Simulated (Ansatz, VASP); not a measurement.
# CoSi2: VASP beside Ansatz, part 2 of 2

One calculation is typed for both programs; each brings its own data sets and cutoff. How far apart do they land?

VASP 6.6.1 and Ansatz 0.2.0.

So far. Step 2 (Ansatz: single point, PBE): The run ends at a pressure of 0.25 GPa.

## 3. VASP: single point, PBE (continued)

Level of this step: PBE, spin-polarised from a ferromagnetic start (one magnetic atom a cell); plane waves and PAW (Co, Si) (VASP).

Numbers of over 12 decimals in the logs are rounded to 6 here.

OUTCAR, selected parts (step 3):

```text
ion  position               nearest neighbor table
   1  0.000  0.000  0.000-   3 2.32   3 2.32   3 2.32   2 2.32   3 2.32   2 2.32   2 2.32   2 2.32

  LATTYP: Found a face centered cubic cell.
 ALAT       =     5.3570915120

 Subroutine GETGRP returns: Found 48 space group operations
 (whereof 48 operations were pure point group operations)

The static configuration has the point symmetry O_h .

 Found    120 irreducible k-points:

   k-points           NKPTS =    120   k-points in BZ     NKDIM =    120   number of bands    NBANDS=     24

   dimension x,y,z NGX =    28 NGY =   28 NGZ =   28
   dimension x,y,z NGXF=    56 NGYF=   56 NGZF=   56

   ENCUT  =  450.0 eV  33.07 Ry    5.75 a.u.   6.55  6.55  6.55*2*pi/ulx,y,z

   NELECT =      17.0000    total number of electrons

 k-points in reciprocal lattice and weights: Automatic mesh
   0.00000000  0.00000000  0.00000000       0.000
   0.06666667  0.00000000  0.00000000       0.002
   0.13333333  0.00000000  0.00000000       0.002
   0.20000000  0.00000000  0.00000000       0.002
   0.26666667  0.00000000  0.00000000       0.002
   0.33333333  0.00000000  0.00000000       0.002
   0.40000000  0.00000000  0.00000000       0.002
   0.46666667  0.00000000  0.00000000       0.002
   0.06666667  0.06666667  0.00000000       0.002
[...]
-0.33333333  0.46666667  0.20000000       0.007
  -0.26666667  0.46666667  0.20000000       0.007

 average (electrostatic) potential at core
       1 -78.2721       2 -79.4567       3 -79.4567

 E-fermi :  10.0585

 spin component 1
 k-point     1 :       0.0000    0.0000    0.0000
  band No.  band energies     occupation
    ...
      2       6.0092      1.00000
      3       6.0092      1.00000
      4       6.0092      1.00000
      5       8.1783      1.00000
      6       8.1783      1.00000
      7      10.8351      0.00000
      8      13.4893      0.00000
      9      13.4893      0.00000
     10      13.4893      0.00000
     11      13.5340      0.00000
    ...

 k-point     2 :       0.0667    0.0000    0.0000
  band No.  band energies     occupation
    ...
      2       5.8387      1.00000
      3       6.0335      1.00000
      4       6.0335      1.00000
      5       8.1575      1.00000
      6       8.1575      1.00000
      7      10.9053      0.00000
      8      12.3383      0.00000
      9      12.9079      0.00000
     10      12.9080      0.00000
     11      14.1375      0.00000
    ...

 k-point     3 :       0.1333    0.0000    0.0000
  band No.  band energies     occupation
    ...
      2       5.3692      1.00000
      3       6.1026      1.00000
      4       6.1026      1.00000
      5       8.1059      1.00000
      6       8.1059      1.00000
      7      10.6602     -0.04580
      8      11.7728      0.00000
      9      12.3231      0.00000
     10      12.3231      0.00000
     11      14.5125      0.00000
    ...

 k-point     4 :       0.2000    0.0000    0.0000
  band No.  band energies     occupation
    ...
      3       6.2043      1.00000
      4       6.2043      1.00000
      5       8.0528      1.00000
      6       8.0528      1.00000
      7       9.8189      0.85735
      8      11.7310      0.00000
      9      11.7310      0.00000
     10      12.0556      0.00000
     11      14.2367      0.00000
     12      14.2367      0.00000
    ...

 k-point     5 :       0.2667    0.0000    0.0000
  band No.  band energies     occupation
    ...
      3       6.3171      1.00000
      4       6.3171      1.00000
      5       8.0393      1.00000
      6       8.0393      1.00000
      7       9.0511      1.00000
      8      11.1285      0.00000
      9      11.1285      0.00000
     10      12.4307      0.00000
     11      13.9179      0.00000
     12      13.9179      0.00000
    ...

 k-point     6 :       0.3333    0.0000    0.0000
  band No.  band energies     occupation
    ...
      3       6.4136      1.00000
      4       6.4136      1.00000
      5       8.1046      1.00000
      6       8.1046      1.00000
      7       8.4815      1.00000
      8      10.5420     -0.17711
      9      10.5420     -0.00147
     10      12.6790      0.00000
     11      13.6945      0.00000
     12      13.6945      0.00000
    ...

  Total        0.0165556      0.0165556      0.0165556     -0.0000000      0.0000000     -0.0000000
  in kB        0.6901259      0.6901259      0.6901259     -0.0000000      0.0000000     -0.0000000
  external PRESSURE =       0.6901259 kB  Pullay stress =       0.0000000 kB

  energy-cutoff  :      450.00
  volume of cell :       38.44
      direct lattice vectors                 reciprocal lattice vectors
     0.000000000  2.678545756  2.678545756    -0.186668456  0.186668456  0.186668456
     2.678545756  0.000000000  2.678545756     0.186668456 -0.186668456  0.186668456
     2.678545756  2.678545756  0.000000000     0.186668456  0.186668456 -0.186668456

 POSITION                                       TOTAL-FORCE (eV/Angst)
 -----------------------------------------------------------------------------------
      0.00000      0.00000      0.00000        -0.000000     -0.000000     -0.000000
      1.33927      1.33927      1.33927         0.000000      0.000000      0.000000
      4.01782      4.01782      4.01782        -0.000000     -0.000000      0.000000
 -----------------------------------------------------------------------------------
    total drift:                               -0.000000     -0.000000      0.000000

  FREE ENERGIE OF THE ION-ELECTRON SYSTEM (eV)
  ---------------------------------------------------
  free  energy   TOTEN  =       -19.2945172564 eV

  energy  without entropy=      -19.2945172564  energy(sigma->0) =      -19.29451726

 total charge
# of ion       s       p       d       tot
------------------------------------------
    1        0.540   0.719   7.594   8.853
    2        0.717   0.873   0.000   1.590
    3        0.717   0.873   0.000   1.590
--------------------------------------------------
tot          1.974   2.465   7.594  12.032

 magnetization (x)
# of ion       s       p       d       tot
------------------------------------------
    1       -0.000  -0.000  -0.000  -0.000
    2       -0.000   0.000   0.000   0.000
    3       -0.000   0.000   0.000   0.000
--------------------------------------------------
tot         -0.000  -0.000  -0.000  -0.000

[... 6 further parts left out ...]
```

The moments of VASP's start collapse, so its state is non-magnetic. With tetrahedra the forces and stress of a metal are not exact derivatives of the energy.

## 4. Comparison

Known differences besides the potentials themselves: the data sets hold 25 valence electrons in Ansatz (default PAW (the set named soft_2) files) and 17 in VASP; the cutoff is 420 eV in Ansatz and 450 eV in VASP. Total energies have different zeros and are not compared.

The two programs side by side:

```csv
quantity,Ansatz,VASP,difference
pressure (GPa),0.25,0.07,+0.18
pressure without Ansatz's Pulay correction (GPa),0.18,0.07,+0.11
```

Ansatz's pressure holds a Pulay correction of 0.07 GPa; VASP's holds none.

## 5. Further runs

Further runs change the set-up of one program: Ansatz's method, potentials or start, or VASP's data sets, cutoff or form of LDA. The table gives Ansatz less VASP for each quantity, since a change that brings one quantity closer may part another.

```csv
run,pressure (GPa)
as above,0.18
Ansatz's all-electron LAPW method,0.23
```

## 6. What came out

| Item | Value |
| --- | --- |
| difference in pressure (single point, PBE) | 0.18 GPa |

**Reading.** The difference in pressure is 0.18 GPa (single point, PBE), within the 1 GPa picked in this series as the mark of a large difference. Single point, PBE, Ansatz's all-electron LAPW method: the difference in pressure goes from 0.18 to 0.23 GPa. Such differences can come from data sets, numerical settings and the points named under the comparisons, not from the functional's error against experiment.

[Lines on the potential files, build, host, timing and source positions are cut from VASP's logs without a mark.]

[Logs are printed without paths, hosts, clocks, repeated set-up lines and the standing remarks that a program may print on its own settings, such as how far it seeks lower states.]

[Hosts, paths, dates, database ids (printed as entryN), source tags and the programs' standing remarks are cut or masked in the printed files.]
